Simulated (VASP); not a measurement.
# A VASP study of B2Ru (r2SCAN): structure first, properties next, part 4 of 5

Aim: relax B2Ru with r2SCAN, compute its properties on that cell and hold them against experiment. The start is a cell from a database of measured crystal structures.

VASP 6.6.1; r2SCAN; plane waves and PAW (B, Ru_pv).

So far. Step 4 (Bands along the symmetry lines (r2SCAN)): There is no gap at this level. Step 5 (Density of states (r2SCAN)): The finer mesh and the other smearing move the Fermi level by -0.05 eV from the 8×5×6 run, one measure of the sampling error in the zero of the bands above. Of the states within 0.3 eV of the Fermi level, the largest shares in the PAW spheres are Ru d 60 % and B p 19 %. The relaxed cell has a, b, c = 2.875, 4.641, 4.036 Å (conventional setting).

## Step 6: Vibrations at Γ (r2SCAN)

Zone-centre modes test whether the atoms sit at a minimum within this cell. IBRION = 6 takes the force constants from differences of forces between displaced cells, so the forces must be tight.

Input file INCAR:

```
SYSTEM = B2Ru
PREC = Accurate
ENCUT = 420
EDIFF = 1E-08
NELM = 100
ISMEAR = 1
SIGMA = 0.2
LREAL = .FALSE.
ALGO = Normal
METAGGA = R2SCAN
LASPH = .TRUE.
NBANDS = 26
LORBIT = 11
LWAVE = .FALSE.
LCHARG = .FALSE.
KPAR = 4
IBRION = 6
NFREE = 2
POTIM = 0.015
ISIF = 2
NSW = 1
```

Input file POSCAR:

```
B2Ru
1.0
    2.8748617088      0.0000000000      0.0000000000
    0.0000000000      4.6414754520      0.0000000000
    0.0000000000      0.0000000000      4.0355894468
B Ru
4 2
Direct
    0.0000000000      0.8032985580      0.3627339117
    0.0000000000      0.1967014420      0.3627339117
    0.5000000000      0.3032985580      0.6372660883
    0.5000000000      0.6967014420      0.6372660883
    0.0000000000      0.0000000000      0.8472097113
    0.5000000000      0.5000000000      0.1527902887
```

Input file KPOINTS:

```
Automatic mesh
0
Gamma
10 7 8
0 0 0
```

Potentials, in the order of the species: B and Ru_pv (PBE family, release 64).

Started as:

```sh
$ mpirun -np 4 vasp_std
```

The log of the run:

```text
[... set-up lines as in an earlier step ...]
 entering main loop
       N       E                     dE             d eps       ncg     rms          rms(c)
DAV:   1     0.265783973845E+03    0.26578E+03   -0.20358E+04  6312   0.138E+03
DAV:   2    -0.848731217082E+02   -0.35066E+03   -0.34318E+03  6640   0.418E+02
DAV:   3    -0.980978676366E+02   -0.13225E+02   -0.13050E+02  7662   0.777E+01
DAV:   4    -0.982655343351E+02   -0.16767E+00   -0.16737E+00  7578   0.833E+00
DAV:   5    -0.982687673377E+02   -0.32330E-02   -0.32324E-02  7802   0.112E+00    0.406E+01
DAV:   6    -0.835522107595E+02    0.14717E+02   -0.53664E+01  6818   0.613E+01    0.921E+00
DAV:   7    -0.820434763800E+02    0.15087E+01   -0.11289E+01  6708   0.268E+01    0.527E+00
DAV:   8    -0.820831214596E+02   -0.39645E-01   -0.29395E-01  7036   0.370E+00    0.239E+00
DAV:   9    -0.820824217801E+02    0.69968E-03   -0.57335E-02  7102   0.174E+00    0.300E-01
DAV:  10    -0.820812544294E+02    0.11674E-02   -0.98072E-03  7102   0.764E-01    0.115E-01
DAV:  11    -0.820812282559E+02    0.26173E-04   -0.70798E-04  7308   0.233E-01    0.352E-02
DAV:  12    -0.820812327546E+02   -0.44987E-05   -0.45079E-05  8334   0.513E-02    0.832E-03
DAV:  13    -0.820812339520E+02   -0.11974E-05   -0.43070E-06  8056   0.154E-02    0.372E-03
DAV:  14    -0.820812341003E+02   -0.14826E-06   -0.33840E-07  8438   0.410E-03    0.185E-03
DAV:  15    -0.820812341162E+02   -0.15984E-07   -0.11085E-07  7104   0.276E-03    0.788E-04
DAV:  16    -0.820812341888E+02   -0.72577E-07   -0.13711E-08  3784   0.109E-03    0.722E-05
DAV:  17    -0.820812341854E+02    0.34406E-08   -0.13992E-09  3562   0.224E-04
   1 F= -.82081234E+02 E0= -.82081741E+02  d E =0.151979E-02
 Found     6 degrees of freedom:
 Finite differences POTIM= 0.01500 DOF=   6
 bond charge predicted
       N       E                     dE             d eps       ncg     rms          rms(c)
DAV:   1    -0.820798804839E+02    0.13537E-02   -0.17563E-01 14692   0.226E+00    0.101E-01
DAV:   2    -0.820799366463E+02   -0.56162E-04   -0.15362E-03 17340   0.245E-01    0.574E-02
DAV:   3    -0.820798906729E+02    0.45973E-04   -0.19578E-04 16698   0.875E-02    0.936E-03
DAV:   4    -0.820798930971E+02   -0.24242E-05   -0.29125E-05 17598   0.524E-02    0.859E-03
DAV:   5    -0.820798926314E+02    0.46563E-06   -0.54093E-06 17556   0.277E-02    0.418E-03
DAV:   6    -0.820798930493E+02   -0.41783E-06   -0.60912E-07 16782   0.658E-03    0.158E-03
DAV:   7    -0.820798931003E+02   -0.50994E-07   -0.75630E-08 18362   0.252E-03    0.678E-04
DAV:   8    -0.820798931025E+02   -0.22928E-08   -0.11790E-08  8610   0.975E-04
   2 F= -.82079893E+02 E0= -.82080401E+02  d E =0.152500E-02
[... from here on, the cycles between the ionic steps are left out ...]
   3 F= -.82079893E+02 E0= -.82080401E+02  d E =0.152504E-02
   4 F= -.82080276E+02 E0= -.82080898E+02  d E =0.186574E-02
   5 F= -.82078611E+02 E0= -.82079012E+02  d E =0.120230E-02
   6 F= -.82079453E+02 E0= -.82079975E+02  d E =0.156496E-02
   7 F= -.82079387E+02 E0= -.82079883E+02  d E =0.148525E-02
   8 F= -.82080118E+02 E0= -.82080609E+02  d E =0.147378E-02
   9 F= -.82080118E+02 E0= -.82080609E+02  d E =0.147375E-02
  10 F= -.82079336E+02 E0= -.82079852E+02  d E =0.154854E-02
  11 F= -.82079336E+02 E0= -.82079852E+02  d E =0.154852E-02
  12 F= -.82077351E+02 E0= -.82077857E+02  d E =0.151719E-02
 Finite differences progress:
  Degree of freedom:   6/  6
  Displacement:        1/  2
  Total:              11/ 12
 bond charge predicted
       N       E                     dE             d eps       ncg     rms          rms(c)
DAV:   1    -0.820362173274E+02    0.41133E-01   -0.67641E+00  7700   0.360E+01    0.509E-01
DAV:   2    -0.820792506099E+02   -0.43033E-01   -0.32048E-01  6346   0.470E+00    0.306E-01
DAV:   3    -0.820788088951E+02    0.44171E-03   -0.11723E-02  7518   0.110E+00    0.185E-01
DAV:   4    -0.820787317421E+02    0.77153E-04   -0.96974E-04  7222   0.299E-01    0.918E-02
DAV:   5    -0.820787592041E+02   -0.27462E-04   -0.18675E-04  6912   0.121E-01    0.235E-02
DAV:   6    -0.820787629238E+02   -0.37197E-05   -0.29048E-05  7174   0.446E-02    0.134E-02
DAV:   7    -0.820787646419E+02   -0.17181E-05   -0.42954E-06  7906   0.160E-02    0.410E-03
DAV:   8    -0.820787649277E+02   -0.28581E-06   -0.59875E-07  7876   0.662E-03    0.134E-03
DAV:   9    -0.820787649800E+02   -0.52350E-07   -0.70185E-08  6964   0.209E-03    0.495E-04
DAV:  10    -0.820787650093E+02   -0.29235E-07   -0.67681E-09  3534   0.641E-04    0.137E-04
DAV:  11    -0.820787650159E+02   -0.66157E-08   -0.12822E-09  3296   0.247E-04
  13 F= -.82078765E+02 E0= -.82079297E+02  d E =0.159619E-02
 Finite differences progress:
  Degree of freedom:   6/  6
  Displacement:        2/  2
  Total:              12/ 12
```

It took 14 min on 4 MPI ranks of Intel Xeon 6975P-C (Granite Rapids), shared host; peak memory 1.9 GiB.

Parts of OUTCAR (step 6):

```text
   k-points           NKPTS =    120   k-points in BZ     NKDIM =    120   number of bands    NBANDS=     26

   NELECT =      40.0000    total number of electrons

 E-fermi :  10.5793

 k-point     1 :       0.0000    0.0000    0.0000
  band No.  band energies     occupation
    ...
     17       7.4575      2.00000
     18       8.2653      2.00000
     19       8.6315      2.00000
     20       9.2625      2.00000
     21      10.6220      0.64737
     22      12.5078     -0.00000
     23      14.8870      0.00000
     24      14.9517      0.00000
     25      15.0713      0.00000
     26      15.8755      0.00000

  Total       -0.0426609      0.1222861      0.3585900      0.0000000      0.0000000      0.0000000
  in kB       -1.2692883      3.6383765     10.6691238      0.0000000      0.0000000      0.0000000
  external PRESSURE =       4.3460706 kB  Pullay stress =       0.0000000 kB

 POSITION                                       TOTAL-FORCE (eV/Angst)
 -----------------------------------------------------------------------------------
      0.00000      3.72849      1.46385        -0.000000      0.034125     -0.123210
      0.00000      0.91298      1.46385        -0.000000     -0.034125     -0.123210
      1.43743      1.40775      2.57174         0.000000      0.101860     -0.061623
      1.43743      3.23372      2.57174        -0.000000     -0.101860     -0.061623
      0.00000      0.00000      3.40399        -0.000000      0.000000      0.380679
      1.43743      2.32074      0.61660        -0.000000      0.000000     -0.011012
 -----------------------------------------------------------------------------------
    total drift:                               -0.000000      0.000000     -0.001252

  FREE ENERGIE OF THE ION-ELECTRON SYSTEM (eV)
  ---------------------------------------------------
  free  energy   TOTEN  =       -82.0787650159 eV

  energy  without entropy=      -82.0803612079  energy(sigma->0) =      -82.07929708

 Eigenvectors and eigenvalues of the dynamical matrix
 ----------------------------------------------------

   1 f  =   24.921827 THz   156.588455 2PiTHz  831.302655 cm-1   103.068347 meV
             X         Y         Z           dx          dy          dz
      0.000000  3.728491  1.463845    -0.000000    0.468857    0.157670
      0.000000  0.912985  1.463845    -0.000000   -0.468857    0.157670
      1.437431  1.407753  2.571744     0.000000   -0.468857    0.157670
      1.437431  3.233723  2.571744    -0.000000    0.468857    0.157670
      0.000000  0.000000  3.418991    -0.000000    0.000000   -0.103081
      1.437431  2.320738  0.616599     0.000000    0.000000   -0.103081

   2 f  =   21.079962 THz   132.449306 2PiTHz  703.151836 cm-1    87.179677 meV
             X         Y         Z           dx          dy          dz
      0.000000  3.728491  1.463845    -0.000000    0.247358    0.432376
      0.000000  0.912985  1.463845    -0.000000   -0.247358    0.432376
      1.437431  1.407753  2.571744     0.000000    0.247358   -0.432376
      1.437431  3.233723  2.571744     0.000000   -0.247358   -0.432376
      0.000000  0.000000  3.418991    -0.000000    0.000000   -0.061074
      1.437431  2.320738  0.616599    -0.000000   -0.000000    0.061074

   3 f  =   20.962451 THz   131.710966 2PiTHz  699.232112 cm-1    86.693694 meV
             X         Y         Z           dx          dy          dz
      0.000000  3.728491  1.463845     0.000000   -0.123617   -0.483735
      0.000000  0.912985  1.463845     0.000000   -0.123617    0.483735
      1.437431  1.407753  2.571744    -0.000000    0.123617   -0.483735
      1.437431  3.233723  2.571744    -0.000000    0.123617    0.483735
      0.000000  0.000000  3.418991    -0.000000    0.037921   -0.000000
      1.437431  2.320738  0.616599    -0.000000   -0.037921    0.000000

   4 f  =   19.802565 THz   124.423188 2PiTHz  660.542479 cm-1    81.896793 meV
             X         Y         Z           dx          dy          dz
[...]
1.437431  3.233723  2.571744     0.500000    0.000000    0.000000
      0.000000  0.000000  3.418991     0.000000   -0.000000   -0.000000
      1.437431  2.320738  0.616599    -0.000000   -0.000000   -0.000000

   8 f  =   17.168100 THz   107.870356 2PiTHz  572.666184 cm-1    71.001526 meV
             X         Y         Z           dx          dy          dz
      0.000000  3.728491  1.463845     0.000000    0.173703   -0.425639
      0.000000  0.912985  1.463845     0.000000   -0.173703   -0.425639
      1.437431  1.407753  2.571744     0.000000   -0.173703   -0.425639
      1.437431  3.233723  2.571744     0.000000    0.173703   -0.425639
      0.000000  0.000000  3.418991    -0.000000   -0.000000    0.278062
      1.437431  2.320738  0.616599    -0.000000   -0.000000    0.278062

   9 f  =   16.587205 THz   104.220481 2PiTHz  553.289594 cm-1    68.599136 meV
             X         Y         Z           dx          dy          dz
      0.000000  3.728491  1.463845     0.000000    0.481167   -0.119355
      0.000000  0.912985  1.463845     0.000000    0.481167    0.119355
      1.437431  1.407753  2.571744     0.000000   -0.481167   -0.119355
      1.437431  3.233723  2.571744    -0.000000   -0.481167    0.119355
      0.000000  0.000000  3.418991     0.000000    0.092003    0.000000
      1.437431  2.320738  0.616599    -0.000000   -0.092003    0.000000

  10 f  =   13.766558 THz    86.497838 2PiTHz  459.202962 cm-1    56.933885 meV
             X         Y         Z           dx          dy          dz
      0.000000  3.728491  1.463845    -0.500000   -0.000000   -0.000000
      0.000000  0.912985  1.463845     0.500000   -0.000000    0.000000
      1.437431  1.407753  2.571744     0.500000   -0.000000    0.000000
      1.437431  3.233723  2.571744    -0.500000   -0.000000   -0.000000
      0.000000  0.000000  3.418991    -0.000000   -0.000000    0.000000
      1.437431  2.320738  0.616599    -0.000000   -0.000000   -0.000000

  11 f  =   12.987683 THz    81.604020 2PiTHz  433.222478 cm-1    53.712718 meV
             X         Y         Z           dx          dy          dz
      0.000000  3.728491  1.463845     0.453739    0.000000   -0.000000
      0.000000  0.912985  1.463845     0.453739    0.000000    0.000000
      1.437431  1.407753  2.571744     0.453739    0.000000    0.000000
      1.437431  3.233723  2.571744     0.453739    0.000000   -0.000000
      0.000000  0.000000  3.418991    -0.297054   -0.000000    0.000000
      1.437431  2.320738  0.616599    -0.297054   -0.000000    0.000000

  12 f  =   12.701170 THz    79.803803 2PiTHz  423.665419 cm-1    52.527794 meV
             X         Y         Z           dx          dy          dz
      0.000000  3.728491  1.463845     0.000000   -0.396699    0.242656
      0.000000  0.912985  1.463845     0.000000   -0.396699   -0.242656
      1.437431  1.407753  2.571744     0.000000   -0.396699   -0.242656
      1.437431  3.233723  2.571744     0.000000   -0.396699    0.242656
      0.000000  0.000000  3.418991    -0.000000    0.259799    0.000000
      1.437431  2.320738  0.616599    -0.000000    0.259799    0.000000

  13 f  =    8.388703 THz    52.707777 2PiTHz  279.817020 cm-1    34.692873 meV
             X         Y         Z           dx          dy          dz
      0.000000  3.728491  1.463845     0.000000    0.031353   -0.067322
      0.000000  0.912985  1.463845     0.000000   -0.031353   -0.067322
      1.437431  1.407753  2.571744     0.000000    0.031353    0.067322
      1.437431  3.233723  2.571744     0.000000   -0.031353    0.067322
      0.000000  0.000000  3.418991    -0.000000    0.000000   -0.699263
      1.437431  2.320738  0.616599     0.000000    0.000000    0.699263
    [... 42 further lines ...]
      1.437431  3.233723  2.571744     0.000000    0.000047    0.209695
      0.000000  0.000000  3.418991     0.000000   -0.000000    0.641916
      1.437431  2.320738  0.616599     0.000000   -0.000000    0.641916

 ELASTIC MODULI CONTR FROM IONIC RELAXATION (kBar)
 Direction    XX          YY          ZZ          XY          YZ          ZX
 --------------------------------------------------------------------------------
 XX        -489.4178    178.6467    140.4633      0.0000      0.0000      0.0000
 YY         178.6467   -230.6477   -345.2428      0.0000     -0.0000     -0.0000
 ZZ         140.4633   -345.2428   -696.2860      0.0000     -0.0000     -0.0000
 XY           0.0000      0.0000      0.0000   -201.9957      0.0000     -0.0000
 YZ           0.0000     -0.0000     -0.0000      0.0000   -661.1316     -0.0000
 ZX           0.0000     -0.0000     -0.0000     -0.0000     -0.0000   -694.3181
 --------------------------------------------------------------------------------

[... 7 parts as in an earlier step ...]

[... 9 further parts left out ...]
```

CONTCAR:

```
B2Ru
   1.00000000000000
     2.8748617088000001    0.0000000000000000    0.0000000000000000
     0.0000000000000000    4.6414754519999999    0.0000000000000000
     0.0000000000000000    0.0000000000000000    4.0355894468000004
  B               Ru
     4     2
Direct
     0.0000000000000000    0.8032985580000016    0.3627339116999977
     0.0000000000000000    0.1967014419999984    0.3627339116999977
     0.5000000000000000    0.3032985580000016    0.6372660883000023
     0.5000000000000000    0.6967014419999984    0.6372660883000023
     0.0000000000000000    0.0000000000000000    0.8434927821629488
     0.5000000000000000    0.5000000000000000    0.1527902886999968
```

The last energy, forces, stress and levels in OUTCAR belong to the last displaced cell, not to the cell of POSCAR.

Numbers from this step:

* bands: 26
* pressure of the cell: -0.007138 GPa
* largest force of the cell: 0.05691 eV/Å

Modes at Γ, with each element's share of the kinetic energy:

```
mode  frequency (cm⁻¹)  symmetry  B %  Ru %
   1              -0.3  acoustic   18    82
   2              -0.2  acoustic   18    82
   3              -0.1  acoustic   18    82
   4             136.1        Bg    0   100
   5             207.6        Bg    2    98
   6             279.8        Ag    2    98
   7             423.7        Bu   87    13
   8             433.2        Bu   82    18
   9             459.2        Au  100     0
  10             553.3        Bg   98     2
  11             572.7        Bu   85    15
  12             632.2        Bg  100     0
  13             653.6        Bu   96     4
  14             656.1        Ag   99     1
  15             660.5        Bg  100     0
  16             699.2        Bg  100     0
  17             703.2        Ag   99     1
  18             831.3        Bu   98     2
```

Displacements in mode 4 (136.1 cm⁻¹), the largest set to 1:
```
B1   0.14  0.00  0.00
B2   0.14  0.00  0.00
B3  -0.14  0.00  0.00
B4  -0.14  0.00  0.00
Ru5 -1.00  0.00  0.00
Ru6  1.00  0.00  0.00
```

Displacements in mode 17 (703.2 cm⁻¹), the largest set to 1:
```
B1   0.00  0.57  1.00
B2   0.00 -0.57  1.00
B3   0.00  0.57 -1.00
B4   0.00 -0.57 -1.00
Ru5  0.00  0.00 -0.05
Ru6  0.00  0.00  0.05
```

The three acoustic modes lie within 0.3 cm⁻¹ of zero, and all others are real. By the characters of their eigenvectors the optical modes sort into (cm⁻¹) Raman active: Bg 136, Bg 208, Ag 280, Bg 553, Bg 632, Ag 656, Bg 661, Bg 699, Ag 703; infrared active: Bu 424, Bu 433, Bu 573, Bu 654, Bu 831; silent: Au 459. B labels carry no number here, since it depends on the setting of the axes. With a centre of inversion no mode is active in both.

[end of part 4 of 5]

[Lines on the potential files, build, host, timing and source positions are cut from VASP's logs without a mark.]

[Logs are printed without paths, hosts, clocks, repeated set-up lines and the standing remarks that a program may print on its own settings, such as how far it seeks lower states.]

[Hosts, paths, dates, database ids (printed as entryN), source tags and the programs' standing remarks are cut or masked in the printed files.]

[A measured line is paired with the nearest computed mode of its activity, which favours agreement.]
